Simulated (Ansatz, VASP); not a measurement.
**WC (Qusongite): VASP beside Ansatz**

Aim: how closely do two programs agree when they are given the same cell, functional and k mesh? The cell is taken from a series of runs on this material, whose earlier steps may have relaxed, scaled, displaced or heated it; both programs get it as it stands.

Method: plane waves, with VASP 6.6.1 beside it; zone-centre phonons at LDA, in Ansatz 0.2.0.

## 1. The starting structure

The structure is hexagonal, space group P-6m2 (No. 187). Conventional cell: a = 2.864 Å, b = 2.864 Å, c = 2.925 Å, α = 90.00°, β = 90.00°, γ = 120.00°. C has 6 W at 2.21 Å nearest. Nearest to W lie 6 C at 2.21 Å. Farther neighbours are not listed.

## 2. Ansatz: zone-centre phonons, LDA

Ansatz runs on its PAW soft_1 files.

Second derivatives magnify differences that forces hide, and they need a tight electronic threshold.

Contents of input.yaml:

```yaml
crystal:
  lattice:
    - [2.8636236312, 0.0, 0.0]
    - [-1.4318118156, 2.4799708115, 0.0]
    - [0.0, 0.0, 2.9253463696]
  atoms:
    - { symbol: C, position: [0.6666666668, 0.3333333332, 0.5] }
    - { symbol: W, position: [-1.0e-10, 1.0e-10, 0.0] }
kpoints:
  mp_grid: { grid: [18, 18, 16] }
hamiltonian:
  xc: lda
  pseudopotentials: { kind: paw, azcp: { folder: soft_1 }, xc_functional: pbe }
scf:
  occupations: { method: methfessel_paxton, width: 0.2 }
output:
  eigenvalues: true
phonons:
  method: dfpt
```

Launch:

```console
ansatz run input.yaml --threads 4 --pin off --max-ram 10240MiB --backend cpu --events-out ev --progress --plain --runs-dir out
```

Numbers of over 12 decimals in the logs are rounded to 6 here.

Output:

```text
zone centre: on kpoints.mp_grid the ground state, and the responses unless they are solved on pairs of k-points, stand on 819 of the mesh's 5184 k-points, reduced under 4 symmetry operations, with k and −k counted as one. Each operation leaves every solved displacement unchanged or reverses it
Engine: ansatz 0.2.0, aarch64-unknown-linux-gnu
Pseudopotentials: kind: paw
Pseudopotential: C, paw, valence charge 4, recommended cutoff 420 eV (normal), soft_1/C.paw.azcp
Pseudopotential: W, paw, valence charge 14, recommended cutoff 420 eV (normal), soft_1/W.paw.azcp
Functional definition: SPW92
  exchange = slater_x
  correlation = pw_c
Crystal: 2 atoms, lattice volume = 20.775 Å³
Basis set: ecut = 420 eV, 405 PW (Γ), exchange–correlation on 40×40×40 points (8 copies of the dense FFT grid, shifted against one another)
Bands: 13, of which v1, the nominal top of the filled ones, is band 9 counted from 1 (8 counted from 0)
Symmetry: 12 space group operations
k-points: 819 of 5184 (irreducible under 4 space group operations, time reversal used)
Non-local potential: C, projectors of the file, l = 0: 2, l = 1: 2, l = 2: 1
Non-local potential: W, projectors of the file, l = 0: 3, l = 1: 2, l = 2: 2, l = 3: 1
PAW form: soft (Blöchl's): semilocal exchange-correlation on the pseudo side does not see the compensation charge
PAW frozen core: C, regenerated for the run's functional, and the local potential with it (the file was generated under x = pbe(κ = 0.804, μ = 0.219515), c = pbe(β = 0.066725))
PAW frozen core: W, regenerated for the run's functional, and the local potential with it (the file was generated under x = pbe(κ = 0.804, μ = 0.219515), c = pbe(β = 0.066725))
PAW one-centre angular grid: C, 110 points (default); XC on 64 Gauss nodes
PAW one-centre angular grid: W, 590 points (default); XC on 64 Gauss nodes
Initial density: superposition of atomic densities (chi_scale 0.1, normalization cell, long waves kept (reshape's long-wave potential 0.00 eV rms))
Initial wavefunctions: pseudopotential atomic-orbital guess
Functional: x = slater, c = lda
SCF iter   1: F=—  HF=-10375.271110 eV  |F-HF|=—  |Δ(HF+E_count)|=         —  Δρ=1.30e-1  dr2=4.74e0  ethr=3.10e-3  ⟨swp⟩=5.0  Hψ=53557  notcnv=0
preconditioner: auto → none  [metal: Δε(μ)=0.028 eV  Ē_g=10.614 eV  σ=0.200 eV  W_gap=0.12  n_scr=8 (ndim 8)  ℏωp=25.8 eV  f_vac=0.000  D(μ)=0.13/eV (n_scr^D=0)  sad-step TF]
SCF iter   2: F=—  HF=-10374.691888 eV  |F-HF|=—  |Δ(HF+E_count)|=   5.79e-1  S|Δr|=    0.00e0  Δρ=9.12e-2  dr2=2.42e0  ethr=3.10e-3  ⟨swp⟩=2.0  Hψ=20324  notcnv=0
SCF iter   3: F=—  HF=-10374.091320 eV  |F-HF|=—  |Δ(HF+E_count)|=   6.01e-1  S|Δr|=    0.00e0  Δρ=6.89e-3  dr2=8.47e-3  ethr=3.10e-3  ⟨swp⟩=2.2  Hψ=18225  notcnv=0
SCF iter   4: F=—  HF=-10374.091151 eV  |F-HF|=—  |Δ(HF+E_count)|=   1.69e-4  S|Δr|=    0.00e0  Δρ=1.13e-3  dr2=1.19e-4  ethr=4.71e-5  ⟨swp⟩=1.3  Hψ=18358  notcnv=0
SCF iter   5: F=—  HF=-10374.091212 eV  |F-HF|=—  |Δ(HF+E_count)|=   6.14e-5  S|Δr|=    0.00e0  Δρ=1.67e-4  dr2=3.77e-6  ethr=6.63e-7  ⟨swp⟩=2.6  Hψ=16403  notcnv=0
SCF iter   6: F=—  HF=-10374.091213 eV  |F-HF|=—  |Δ(HF+E_count)|=   5.77e-7  S|Δr|=    0.00e0  Δρ=2.87e-5  dr2=1.20e-7  ethr=2.10e-8  ⟨swp⟩=2.5  Hψ=17371  notcnv=0
SCF iter   7: F=—  HF=-10374.091212 eV  |F-HF|=—  |Δ(HF+E_count)|=   4.32e-7  S|Δr|=    0.00e0  Δρ=5.19e-6  dr2=1.84e-9  ethr=6.65e-10  ⟨swp⟩=2.7  Hψ=17119  notcnv=0
SCF iter   8: F=—  HF=-10374.091212 eV  |F-HF|=—  |Δ(HF+E_count)|=  1.24e-10  S|Δr|=    0.00e0  Δρ=4.07e-7  dr2=1.12e-11  ethr=1.02e-11  ⟨swp⟩=2.4  Hψ=17004  notcnv=0
SCF iter   9: F=-10374.091212 eV  HF=-10374.091212 eV  |F-HF|=3.64e-12  |Δ(HF+E_count)|=  3.64e-12  S|Δr|=    0.00e0  Δρ=3.48e-8  dr2=8.64e-14  ethr=1.00e-12  ⟨swp⟩=5.0  Hψ=39888  notcnv=0
SCF 1 converged in 9 iterations: F = -10374.091212 eV  dr2 = 8.64e-14
  greatest PAW one-centre occupation: 0.999 electrons in one spin orbital (limit 2), on the W atom at site 1 (counted from 0), in its partial waves of l = 0
DFPT response loops at Γ: preconditioner auto → Kerker (q_TF=auto, 2.664 Å⁻¹) (partly filled bands, converged f_vac=0.000); β = 1.00, the filter's whole step (`scf.mixing.beta` (0.50) is not read by the response loops under this deck's `scf.mixing.preconditioner`; to damp them name `kerker` or `kerker_dos`, under which they read `scf.mixing.beta`, and type it under 1.00, their step now; both keys bind the ground state too); Broyden in place of MSR1
SCF converged after 9 iterations
Stability not checked: this state was not tested for a lower state beside it, because cold or Methfessel-Paxton smearing, or corrected tetrahedra, fill the levels in a way that the test cannot read (fill_not_monotonic; see scf.lower_state_search)
Free energy (F): -10374.091212 eV
Harris-Foulkes:  -10374.091212 eV  (|F-HF|=3.64e-12)
Internal energy: -10374.091918 eV  (E = F + TS)
E sigma→0 (E₀):  -10374.091389 eV
Entropy (-TS):   0.000706 eV (0.353 meV/atom)
Fermi energy:    20.044648 eV
--- Per-component energies (eV) ---
  E_band       = -66.571480
  E_kinetic    = 509.155059
  E_local      = -608.241380  (includes V_loc(G=0)·N_el)
  E_nonlocal   = 3.858037
  E_hartree    = 247.259100
  E_xc         = -313.596317
  E_vxc        = -290.591996  (∫ρ·V_xc dr)
  E_paw        = -8416.479468  (= ΣΔE_a)
  E_vpaw       = -175.269564  (= ΣTr[D̂ρ^β])
  E_aug_tail   = 0.000166  (compensation charges beyond the density's cutoff)
  E_ewald      = -1796.393197
  E_core_change = 0.346082  (= ΣΔE_core)
  E_smearing   = 0.000706  (= −TS)
  E_closure    = 0.000000  (closes the sum)
  Σ components = -10374.091212   (vs F -10374.091212, Δ=0.00e0)
--- Band table (eV; the first three rows and the last of 819) ---
  k-point 0: bands = [... 5 lower, 15.6745, 17.0602, 17.0602, 19.7545, 23.1880, 23.1880, 25.4700, 25.4700]
  k-point 1: bands = [... 5 lower, 15.6034, 17.1003, 17.1003, 19.7666, 22.8878, 22.8878, 25.6528, 25.6528]
  k-point 2: bands = [... 5 lower, 15.3610, 17.2181, 17.2181, 19.8610, 22.2381, 22.2381, 25.9345, 25.9345]
  k-point 818: bands = [... 5 lower, 13.9132, 14.4465, 18.0584, 18.7027, 24.6545, 25.6446, 26.2586, 29.3404]
--- Phonons (Γ-DFPT): 4 representative perturbations + reference, on 819 of 5184 k-points (Σ response iterations 12) ---
  k mesh reduced under 4 symmetry operations, with k and −k counted as one. Each operation leaves every solved displacement unchanged or reverses it
  ASR residual: 2.377e-5 → 0.000e0 eV/Å²; symmetrization residual: 1.553e-6 eV/Å²
  ASR residual per site (eV/Å²): 8.75e-6 2.38e-5
  Γ frequencies (cm⁻¹): 0.00 0.00 0.00 514.58 589.74 589.74
  non-analytic LO–TO correction: not included (Born effective charges unavailable; polar crystals: no LO–TO splitting at Γ)
```

The column dr2 measures how far the density is from self-consistency, as an energy; F and HF (Harris–Foulkes) agree once it is small.

## 3. VASP: zone-centre phonons, LDA

The same cell, functional (in two slightly different forms), mesh and smearing now go to VASP, with its own data sets.

Lines of VASP's logs that name or quote its potential files are left out, and so is its time.

Contents of INCAR:

```
SYSTEM = WC
PREC = Accurate
ENCUT = 600
EDIFF = 1E-08
NELM = 120
ISMEAR = 1
SIGMA = 0.2
LREAL = .FALSE.
ALGO = Normal
GGA = CA
NBANDS = 11
LASPH = .TRUE.
LORBIT = 11
LWAVE = .FALSE.
LCHARG = .FALSE.
ISIF = 2
IBRION = 8
GGA_COMPAT = .FALSE.
KPAR = 2
```

Contents of POSCAR:

```
WC
1.0
    2.8636236312      0.0000000000      0.0000000000
   -1.4318118156      2.4799708115      0.0000000000
    0.0000000000      0.0000000000      2.9253463696
C W
1 1
Direct
    0.6666666668      0.3333333332      0.5000000000
    0.9999999999      0.0000000001      0.0000000000
```

Contents of KPOINTS:

```
Automatic mesh
0
Gamma
18 18 16
0 0 0
```

The projector-augmented-wave data sets are C and W (LDA family, release 64).

Launch:

```console
mpirun -np 2 vasp_std
```

Output:

```text
[banner, memory and clock lines left out]
running    2 mpi-ranks, on    1 nodes
 distrk:  each k-point on    1 cores,    2 groups
 distr:  one band on    1 cores,    1 groups

 POSCAR found type information on POSCAR C W
 POSCAR found :  2 types and       2 ions
 LDA part: xc-table for (Slater(with rela. corr.)+CA(PZ))
 , standard interpolation
 POSCAR, INCAR and KPOINTS ok, starting setup
 FFT: planning ... GRIDC
 FFT: planning ... GRID_SOFT
 FFT: planning ... GRID
 WAVECAR not read
 entering main loop
       N       E                     dE             d eps       ncg     rms          rms(c)
DAV:   1     0.238735627558E+02    0.23874E+02   -0.54972E+03  7326   0.926E+02
DAV:   2    -0.258821960079E+02   -0.49756E+02   -0.47583E+02  8705   0.202E+02
DAV:   3    -0.278422853098E+02   -0.19601E+01   -0.19404E+01  9007   0.340E+01
DAV:   4    -0.278534318958E+02   -0.11147E-01   -0.11143E-01  7960   0.298E+00
DAV:   5    -0.278534691451E+02   -0.37249E-04   -0.37249E-04  8824   0.176E-01    0.331E+01
DAV:   6    -0.248971834150E+02    0.29563E+01   -0.15168E+01  8432   0.226E+01    0.101E+01
DAV:   7    -0.247812980590E+02    0.11589E+00   -0.87764E-01  7554   0.713E+00    0.826E+00
DAV:   8    -0.247307085614E+02    0.50589E-01   -0.12800E-01  8037   0.278E+00    0.222E+00
DAV:   9    -0.247259697420E+02    0.47388E-02   -0.10968E-02  7932   0.718E-01    0.144E-01
DAV:  10    -0.247257950399E+02    0.17470E-03   -0.53927E-04  8391   0.182E-01    0.542E-02
DAV:  11    -0.247257895015E+02    0.55384E-05   -0.37902E-05  8615   0.414E-02    0.698E-03
DAV:  12    -0.247257896033E+02   -0.10178E-06   -0.23439E-06  8159   0.108E-02    0.580E-03
DAV:  13    -0.247257895736E+02    0.29648E-07   -0.17456E-07  8363   0.374E-03    0.836E-04
DAV:  14    -0.247257895720E+02    0.15825E-08   -0.97298E-09  4245   0.684E-04
   1 F= -.24725790E+02 E0= -.24725998E+02  d E =0.625340E-03
 Linear response reoptimize wavefunctions to high precision
DAV:   1    -0.247257895717E+02    0.38199E-09   -0.25470E-09  5779   0.423E-04
DAV:   2    -0.247257895717E+02   -0.12051E-10   -0.17706E-10  3816   0.151E-04
 Linear response DOF=           4
 Linear response progress:
  Degree of freedom:   1/  4
       N       E                     dE             d eps       ncg     rms          rms(c)
RMM:   1    -0.118764841587E+00   -0.11876E+00    0.11767E-02 72680   0.204E+00
RMM:   2    -0.114096018207E+00    0.46688E-02   -0.22284E-03 50390   0.424E-01    0.198E-01
RMM:   3    -0.114403638088E+00   -0.30762E-03   -0.41766E-04 47794   0.138E-01    0.103E-01
RMM:   4    -0.115177011640E+00   -0.77337E-03   -0.29463E-04 47721   0.111E-01    0.227E-02
RMM:   5    -0.115150319536E+00    0.26692E-04   -0.39373E-06 52454   0.175E-02    0.923E-04
RMM:   6    -0.115160196577E+00   -0.98770E-05   -0.24620E-08 53024   0.187E-03    0.428E-04
RMM:   7    -0.115157714430E+00    0.24821E-05    0.12584E-07 53683   0.307E-04    0.671E-05
RMM:   8    -0.115157893275E+00   -0.17884E-06   -0.23957E-08 54970   0.568E-05    0.276E-05
RMM:   9    -0.115157835203E+00    0.58073E-07   -0.31484E-09 54991   0.145E-05    0.768E-06
RMM:  10    -0.115157803058E+00    0.32145E-07   -0.27818E-09 53518   0.467E-06    0.916E-07
RMM:  11    -0.115157801737E+00    0.13212E-08   -0.92530E-10 35983   0.169E-06    0.442E-07
 first order change of Fermi-energy  -0.74642E-05
 force on displaced ion       1 direction 1 : -14.655   0.001   0.000
 Linear response progress:
  Degree of freedom:   2/  4
       N       E                     dE             d eps       ncg     rms          rms(c)
RMM:   1    -0.123783584883E+00   -0.12378E+00    0.46181E-02 25894   0.218E+00
RMM:   2    -0.120887244608E+00    0.28963E-02   -0.25654E-03 17889   0.464E-01    0.199E-01
RMM:   3    -0.120868343449E+00    0.18901E-04   -0.10187E-03 17007   0.202E-01    0.946E-02
RMM:   4    -0.121725414641E+00   -0.85707E-03   -0.62893E-04 17467   0.145E-01    0.228E-02
RMM:   5    -0.121722469114E+00    0.29455E-05   -0.10713E-05 18346   0.231E-02    0.320E-03
RMM:   6    -0.121750578413E+00   -0.28109E-04   -0.74633E-07 18343   0.539E-03    0.611E-04
RMM:   7    -0.121750981587E+00   -0.40317E-06   -0.19161E-08 18959   0.678E-04    0.309E-04
RMM:   8    -0.121749940210E+00    0.10414E-05   -0.29170E-08 18951   0.161E-04    0.329E-05
RMM:   9    -0.121749831871E+00    0.10834E-06    0.11149E-08 19130   0.421E-05    0.945E-06
RMM:  10    -0.121749809897E+00    0.21974E-07    0.14447E-10 19619   0.113E-05    0.731E-07
RMM:  11    -0.121749809932E+00   -0.35071E-10    0.78631E-10 16095   0.235E-06    0.368E-07
 first order change of Fermi-energy   0.68712E-03
 force on displaced ion       1 direction 3 :  -0.000  -0.000 -11.293
 Linear response progress:
  Degree of freedom:   3/  4
       N       E                     dE             d eps       ncg     rms          rms(c)
RMM:   1    -0.109930578905E+00   -0.10993E+00   -0.86372E-02 63674   0.187E+00
RMM:   2    -0.107227674501E+00    0.27029E-02   -0.16610E-03 49548   0.316E-01    0.195E-01
RMM:   3    -0.106287114147E+00    0.94056E-03   -0.33489E-04 51710   0.112E-01    0.113E-01
RMM:   4    -0.105856571147E+00    0.43054E-03   -0.51742E-04 51715   0.138E-01    0.176E-02
RMM:   5    -0.105880948736E+00   -0.24378E-04   -0.75755E-07 53608   0.144E-02    0.325E-03
RMM:   6    -0.105884603591E+00   -0.36549E-05   -0.21536E-07 53625   0.159E-03    0.109E-03
RMM:   7    -0.105885465059E+00   -0.86147E-06   -0.75017E-08 54292   0.670E-04    0.127E-04
RMM:   8    -0.105884860348E+00    0.60471E-06   -0.98346E-08 54765   0.122E-04    0.242E-05
RMM:   9    -0.105884807775E+00    0.52574E-07    0.44504E-08 55958   0.261E-05    0.559E-06
RMM:  10    -0.105884812469E+00   -0.46941E-08   -0.40243E-09 56619   0.953E-06    0.365E-06
 first order change of Fermi-energy  -0.50872E-04
 force on displaced ion       2 direction 1 : -14.656   0.002   0.000
 Linear response progress:
  Degree of freedom:   4/  4
       N       E                     dE             d eps       ncg     rms          rms(c)
RMM:   1    -0.117536876241E+00   -0.11754E+00   -0.98690E-02 23581   0.190E+00
RMM:   2    -0.113267044079E+00    0.42698E-02   -0.23864E-03 17502   0.388E-01    0.173E-01
RMM:   3    -0.112743165303E+00    0.52388E-03   -0.20353E-04 18282   0.992E-02    0.950E-02
RMM:   4    -0.112745103013E+00   -0.19377E-05   -0.29745E-04 18136   0.115E-01    0.128E-02
RMM:   5    -0.112763168674E+00   -0.18066E-04   -0.51819E-06 18979   0.149E-02    0.430E-03
RMM:   6    -0.112775433809E+00   -0.12265E-04   -0.37395E-08 19072   0.166E-03    0.141E-03
RMM:   7    -0.112778722937E+00   -0.32891E-05   -0.15391E-09 19051   0.697E-04    0.277E-04
RMM:   8    -0.112778848977E+00   -0.12604E-06    0.10023E-08 19587   0.122E-04    0.103E-04
RMM:   9    -0.112778404973E+00    0.44400E-06    0.12187E-08 19589   0.503E-05    0.501E-06
RMM:  10    -0.112778400310E+00    0.46627E-08    0.65723E-10 20065   0.753E-06    0.213E-06
 first order change of Fermi-energy  -0.93301E-03
 force on displaced ion       2 direction 3 :  -0.000  -0.000 -11.296
 Linear response finished
```

(Continued in part 2 of 2.)

[Lines on the potential files, build, host, timing and source positions are cut from VASP's logs without a mark.]

[Logs are printed without paths, hosts, clocks, repeated set-up lines and the standing remarks that a program may print on its own settings, such as how far it seeks lower states.]

[Hosts, paths, dates, database ids (printed as entryN), source tags and the programs' standing remarks are cut or masked in the printed files.]
